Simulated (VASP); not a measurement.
Calculation: optB86b-vdW, VASP's PBE PAW potentials (set 64) (plane waves; VASP 6.6.1).

VASP input:

INCAR:
```
AGGAC=0.0
NSW=60
EDIFF=1E-6   # SCF stop (eV)
PARAM2=1.0
PREC=Accurate
LREAL=.False.
SYSTEM=CoSi2
LCHARG=.False.
ENCUT=520
SIGMA=0.1
NELM=100   # most electronic steps
PARAM1=0.1234
LWAVE=.False.
IBRION=2
EDIFFG=-0.02   # ionic stop
LMAXMIX=4   # l cut-off of mixed one-centre charges
ISIF=3
ISMEAR=1   # Methfessel-Paxton
ALGO=Normal   # blocked Davidson
GGA=MK
LUSE_VDW=.True.
LASPH=.True.
```

**KPOINTS**
```
kpoints
0
G
 9 9 9
```

File POSCAR:
```
CoSi2
1.0
  0.0000000000   2.6565137481   2.6565137481
  2.6565137481   0.0000000000   2.6565137481
  2.6565137481   2.6565137481   0.0000000000
Co Si
1 2
Cartesian
  0.0000000000   0.0000000000   0.0000000000
  1.3282568741   1.3282568741   1.3282568741
  3.9847706222   3.9847706222   3.9847706222
```

POTCAR, in this order: Co Si (PBE.64 set). Program: vasp_std.

The run wrote:

### OSZICAR
```
       N       E                     dE             d eps       ncg     rms          rms(c)
DAV:   1     0.766823385479E+02    0.76682E+02   -0.70814E+03   840   0.137E+03
DAV:   2    -0.115363426284E+02   -0.88219E+02   -0.82682E+02   852   0.259E+02
DAV:   3    -0.158310314531E+02   -0.42947E+01   -0.41393E+01  1084   0.658E+01
DAV:   4    -0.159321785183E+02   -0.10115E+00   -0.10094E+00  1008   0.975E+00
DAV:   5    -0.159353385377E+02   -0.31600E-02   -0.31573E-02  1112   0.175E+00    0.142E+01
DAV:   6    -0.189066343760E+02   -0.29713E+01   -0.35164E+01  1024   0.129E+02    0.161E+01
DAV:   7    -0.146738478726E+02    0.42328E+01   -0.15248E+01  1112   0.102E+02    0.360E+00
DAV:   8    -0.146853551495E+02   -0.11507E-01   -0.86555E-01   972   0.761E+00    0.181E+00
DAV:   9    -0.146546947127E+02    0.30660E-01   -0.10357E-01  1056   0.697E+00    0.397E-01
DAV:  10    -0.146548561796E+02   -0.16147E-03   -0.59032E-03  1060   0.941E-01    0.676E-02
DAV:  11    -0.146548059483E+02    0.50231E-04   -0.37047E-04  1248   0.360E-01    0.365E-02
DAV:  12    -0.146548172522E+02   -0.11304E-04   -0.33648E-05   928   0.596E-02    0.193E-02
DAV:  13    -0.146548174388E+02   -0.18659E-06   -0.17187E-06   828   0.152E-02
   1 F= -.14654817E+02 E0= -.14654631E+02  d E =-.146548E+02
       N       E                     dE             d eps       ncg     rms          rms(c)
DAV:   1    -0.149712996722E+02   -0.31648E+00   -0.36749E+00   928   0.392E+01    0.520E+00
DAV:   2    -0.159919952136E+02   -0.10207E+01   -0.10347E+01  1212   0.714E+01    0.988E+00
DAV:   3    -0.146583178140E+02    0.13337E+01   -0.52156E+00  1092   0.466E+01    0.116E+00
DAV:   4    -0.146571920353E+02    0.11258E-02   -0.10345E-01   900   0.330E+00    0.602E-01
DAV:   5    -0.146533885589E+02    0.38035E-02   -0.74174E-03  1224   0.160E+00    0.119E-01
DAV:   6    -0.146533096566E+02    0.78902E-04   -0.40434E-04   944   0.202E-01    0.529E-02
DAV:   7    -0.146533055905E+02    0.40661E-05   -0.22221E-05  1232   0.593E-02    0.228E-02
DAV:   8    -0.146533060286E+02   -0.43804E-06   -0.25028E-06   740   0.178E-02
   2 F= -.14653306E+02 E0= -.14653221E+02  d E =0.151141E-02
       N       E                     dE             d eps       ncg     rms          rms(c)
DAV:   1    -0.147488786609E+02   -0.95573E-01   -0.98386E-01   956   0.201E+01    0.278E+00
DAV:   2    -0.150137896986E+02   -0.26491E+00   -0.26942E+00  1060   0.358E+01    0.481E+00
DAV:   3    -0.146632849250E+02    0.35050E+00   -0.13541E+00  1104   0.274E+01    0.455E-01
DAV:   4    -0.146632778192E+02    0.71058E-05   -0.31812E-02   856   0.132E+00    0.264E-01
DAV:   5    -0.146624956639E+02    0.78216E-03   -0.20925E-03  1188   0.945E-01    0.639E-02
DAV:   6    -0.146624858808E+02    0.97831E-05   -0.16197E-04  1228   0.135E-01    0.124E-02
DAV:   7    -0.146624851622E+02    0.71859E-06   -0.28869E-06   868   0.173E-02
   3 F= -.14662485E+02 E0= -.14662345E+02  d E =-.766772E-02
```

**OUTCAR**
```
------------------------ aborting loop because EDIFF is reached ----------------------------------------
  FORCE on cell =-STRESS in cart. coord.  units (eV):
  Direction    XX          YY          ZZ          XY          YZ          ZX
  --------------------------------------------------------------------------------------
  Total        0.0065022      0.0065022      0.0065022      0.0000000      0.0000000     -0.0000000
  in kB        0.2726118      0.2726118      0.2726118      0.0000000      0.0000000     -0.0000000
  external PRESSURE =       0.2726118 kB  Pullay stress =       0.0000000 kB
  volume of cell :       38.21
      direct lattice vectors                 reciprocal lattice vectors
    -0.000000000  2.673404308  2.673404308    -0.187027454  0.187027454  0.187027454
     2.673404308 -0.000000000  2.673404308     0.187027454 -0.187027454  0.187027454
     2.673404308  2.673404308 -0.000000000     0.187027454  0.187027454 -0.187027454
 POSITION                                       TOTAL-FORCE (eV/Angst)
 -----------------------------------------------------------------------------------
      0.00000      0.00000      0.00000        -0.000000     -0.000000      0.000000
      1.33670      1.33670      1.33670         0.000000      0.000000      0.000000
      4.01011      4.01011      4.01011        -0.000000     -0.000000     -0.000000
 -----------------------------------------------------------------------------------
    total drift:                               -0.000000     -0.000000      0.000000
  FREE ENERGIE OF THE ION-ELECTRON SYSTEM (eV)
  ---------------------------------------------------
  free  energy   TOTEN  =       -14.6624851622 eV

  energy  without entropy=      -14.6620651670  energy(sigma->0) =      -14.66234516

 reached required accuracy - stopping structural energy minimisation
```
(Selected blocks of OUTCAR.)

File CONTCAR:
```
CoSi2
   1.00000000000000
    -0.0000000000000000    2.6734043078739766    2.6734043078739766
     2.6734043078739766   -0.0000000000000000    2.6734043078739766
     2.6734043078739766    2.6734043078739766   -0.0000000000000000
  Co              Si
     1     2
Direct
     0.0000000000000000    0.0000000000000000    0.0000000000000000
     0.2500000000000000    0.2500000000000000    0.2500000000000000
     0.7500000000000000    0.7500000000000000    0.7500000000000000
```

The compound is CoSi2 in the fluorite structure. This run relaxes it. Symmetry was kept, so distortions that lower it aren't found. The start is the result of an earlier pass. The run is not spin-polarised, so no magnetic state was tried. The electron count is odd and the run is not spin-polarised, which forces a metal.
